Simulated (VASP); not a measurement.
Here is the system:

```
CELL_PARAMETERS angstrom
      0.00000     3.23488     3.23488
      3.23488     0.00000     3.23488
      3.23488     3.23488     0.00000
ATOMIC_POSITIONS crystal
  K  0.00000 0.00000 0.00000
  Br 0.50000 0.50000 0.50000
```

Method: r2SCAN meta-GGA, VASP's PBE PAW potentials (set 64) (plane waves; VASP). Settings: 520 eV cut-off, 7×7×7 Γ-centred mesh, Gaussian smearing of 0.050 eV, potentials K_sv Br.

Question: Give the stress tensor in GPa (positive for a compressed cell).

Answer: 
```
1.20  0.00  0.00
0.00  1.20  0.00
0.00  0.00  1.20
```
The pressure is its mean diagonal, 1.20 GPa.

The compound is KBr in the rock salt structure. This cell is one point of a volume scan, at 0.94 of the reference volume.
